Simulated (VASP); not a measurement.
An input for Ansatz (written as the equivalent of a VASP run, and not itself run):

Ansatz 0.2 input:
```yaml
crystal:
  lattice:
    - [3.5100711, 0.0000000, 0.0000000]
    - [0.0000000, 3.5100711, 0.0000000]
    - [0.0000000, 0.0000000, 3.5100711]
  atoms:
    - { symbol: Fe, position: [0.0000000, 0.0000000, 0.0000000], spin: 3.2 }
    - { symbol: Ni, position: [0.0000000, 0.5000000, 0.5000000], spin: 0.7 }
    - { symbol: Ni, position: [0.5000000, 0.0000000, 0.5000000], spin: 0.7 }
    - { symbol: Ni, position: [0.5000000, 0.5000000, 0.0000000], spin: 0.7 }
kpoints:
  mp_grid: { grid: [8, 8, 8] }
hamiltonian:
  xc: r2scan
  pseudopotentials: { kind: paw }
magnetization: { spin_polarized: true }
scf:
  occupations: { method: methfessel_paxton, width: 0.1 }
  max_iter: 100
output: { forces: true, stress: true, eigenvalues: true }
```

Task: Translate this input to VASP (INCAR, KPOINTS, POSCAR, choice of POTCAR).

Result: Several could match; the one computed here: 
### POSCAR
```
Ni3Fe
1
    3.5100710905     0.0000000000     0.0000000000
    0.0000000000     3.5100710905    -0.0000000000
    0.0000000000    -0.0000000000     3.5100710905
Fe Ni
1 3
Direct
  0.0000000000   0.0000000000   0.0000000000
  0.0000000000   0.5000000000   0.5000000000
  0.5000000000   0.0000000000   0.5000000000
  0.5000000000   0.5000000000   0.0000000000
```

KPOINTS:
```
K-points
0
gamma
8 8 8
```

**INCAR**
```
SYSTEM = Ni3Fe
PREC = Accurate
ENCUT = 480
EDIFF = 1E-7
NELM = 100
ALGO = Normal
LREAL = .FALSE.
LASPH = .TRUE.
ISMEAR = 1
SIGMA = 0.1
METAGGA = R2SCAN
LMIXTAU = .TRUE.
LMAXMIX = 4
ISPIN = 2
MAGMOM = 3.2 0.7 0.7 0.7
LORBIT = 10
LWAVE = .FALSE.
LCHARG = .FALSE.
ISIF = 2
```

POTCAR, in this order: Fe Ni (PBE.64 set). Program: vasp_std.

The two are equivalent in intent, not identical: each code has its own PAW files, so the cut-off isn't converted (ENCUT is set for VASP's; basis.ecutwfc is left out, and Ansatz then takes the one that its files recommend); Ansatz stops its SCF on the density residual and VASP on the energy change (EDIFF).

The compound is Ni3Fe in the L1_2 structure. It was relaxed first.
